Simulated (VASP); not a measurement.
Here is the system:

```
CELL_PARAMETERS angstrom
      3.37333     0.00000     0.00000
     -1.68666     2.92139     0.00000
      0.00000     0.00000     6.91543
ATOMIC_POSITIONS crystal
  Rh 0.33333 0.66667 0.01427
  Rh 0.66667 0.33333 0.51427
  S  0.33333 0.66667 0.36073
  S  0.66667 0.33333 0.86073
```

All values below come from PBEsol GGA, VASP's PBE PAW potentials (set 64) (plane waves; VASP 6.6.1). Settings: 400 eV cut-off, 12×12×5 Γ-centred mesh, tetrahedra with Blöchl corrections, potentials Rh_pv S.

The cores are frozen, which limits the accuracy of field gradients.

Problem. Give the principal components of the electric field gradient (V/Å²) and the asymmetry η at each nucleus.

Solution. 
| atom | Vxx | Vyy | Vzz | η |
|---|---|---|---|---|
| Rh1 | 49.5 | 49.5 | -99.0 | 0.00 |
| Rh2 | 49.5 | 49.5 | -99.0 | 0.00 |
| S3 | 11.9 | 11.9 | -23.7 | 0.00 |
| S4 | 11.9 | 11.9 | -23.7 | 0.00 |

The structure was generated: RhS was put into the wurtzite type (P6_3mc), which need not be its known phase. It was relaxed first, which changed the volume by -27 %.
